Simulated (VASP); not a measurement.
Here is the system:

```
CELL_PARAMETERS angstrom
      0.00000     2.83436     2.83436
      2.83436     0.00000     2.83436
      2.83436     2.83436     0.00000
ATOMIC_POSITIONS crystal
  Be 0.00000 0.00000 0.00000
  Te 0.25000 0.25000 0.25000
```

Method: PBE GGA, VASP's PBE PAW potentials (set 64) (plane waves; VASP). Numerical set-up: 520 eV cut-off, Gaussian smearing of 0.050 eV, potentials Be Te.

Unless said otherwise, spin-orbit coupling is left out, though it shifts the bands of the heavy elements here.

Problem. Give the energies of bands 2 to 7 at the high-symmetry points, in eV from the valence-band maximum.

Solution. 
```json
[
 {"band": "2", "Γ": "0.00", "X": "-5.01", "U": "-4.67", "L": "-5.42", "W": "-4.50"},
 {"band": "3", "Γ": "0.00", "X": "-2.57", "U": "-3.77", "L": "-1.10", "W": "-3.59"},
 {"band": "4", "Γ": "0.00", "X": "-2.57", "U": "-2.17", "L": "-1.10", "W": "-3.11"},
 {"band": "5", "Γ": "3.62", "X": "2.02", "U": "2.73", "L": "3.02", "W": "5.28"},
 {"band": "6", "Γ": "3.62", "X": "2.69", "U": "5.25", "L": "4.60", "W": "5.51"},
 {"band": "7", "Γ": "3.62", "X": "9.58", "U": "7.81", "L": "4.60", "W": "5.56"}
]
```

The gap is indirect, 2.02 eV, from the valence maximum at Γ to the conduction minimum at X.

Measured: gap 2.80 eV (computed value off by -0.78 eV), as given by Das et al., (2018), arXiv:1807.05623.

The compound is BeTe in the zinc blende structure. It was relaxed first.
